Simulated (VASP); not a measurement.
WSe2 (2H layered): the formation energy from VASP (plane waves, PAW) at several levels of theory. The references are the elements' solids at the same level; no temperature or zero-point terms are added.   The path is coarsely sampled, so an indirect gap can come out somewhat too large. Without a dispersion term in the relaxation, distances and binding between the weakly bound layers, chains or molecules are unreliable, and so is what depends on them. Spin-orbit coupling is left out, which shifts such energies by up to tenths of an eV for the heavy elements here.

```json
[
 {"level": "LDA", "formation energy (eV/atom)": "-0.607"},
 {"level": "PBEsol", "formation energy (eV/atom)": "-0.588"}
]
```

The cell of the LDA run:

WSe₂ has the hexagonal space group P6₃/mmc (No. 194), Pearson symbol hP6. Lattice parameters: a = b = 3.256 Å, c = 12.815 Å, α = β = 90.00°, γ = 120.00°. W on 2c is surrounded by 6 Se at 2.514 Å (trigonal prismatic). Se on 4f sees 3 W at 2.514 Å (trigonal pyramidal). (Neighbours: up to the widest gap in distance over summed covalent radii, below 1.35, at either atom; cation-cation and far metal-metal contacts left out.)

Only levels that ran to the end are used. Left out are those held back, those with too coarse a band path, GW runs whose mesh misses a band edge, hybrids' fits of cells that aren't cubic and levels without matching references; a question may draw on a part of the rest.
